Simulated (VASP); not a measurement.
A cell of HfO₂ (fluorite) near equilibrium:

```
HfO2
1.0
    0.00000     2.51710     2.51710
    2.51710     0.00000     2.51710
    2.51710     2.51710     0.00000
Hf O
1 2
Direct
  0.00000   0.00000   0.00000
  0.25000   0.25000   0.25000
  0.75000   0.75000   0.75000
```

The numbers are results of r2SCAN meta-GGA, VASP's PBE PAW potentials (set 64) (plane waves; VASP 6.6.1), not measurements.

Unless said otherwise, spin-orbit coupling is left out, though it shifts the bands of the heavy elements here.

| run | ΔE (meV/atom) | σxx | σyy | σzz | largest shear component, with its sign (GPa) | largest force (eV/Å) | gap (eV) |
|---|---|---|---|---|---|---|---|
| as it is | 0.0 | -0.40 | -0.40 | -0.40 | 0.00 | 0.000 | 4.36 |
| after one change | 115.6 | -25.76 | -25.76 | -25.76 | 0.00 | 0.000 | 4.00 |
Stress is in GPa, positive when the cell is compressed; gaps are those on the k-mesh, and 0.00 means metallic.

Question: Name the change that produced these shifts.
(A) isotropic strain of +4.0 %
(B) isotropic strain of -4.0 %
(C) atom 1 (Hf) moved by -0.050 Å along y
(D) uniaxial strain of -4.0 % along x

Answer: A, isotropic strain of +4.0 %

The compound is HfO2 in the fluorite structure, the high-temperature cubic form, which is unstable at 0 K; the monoclinic form is the stable one.
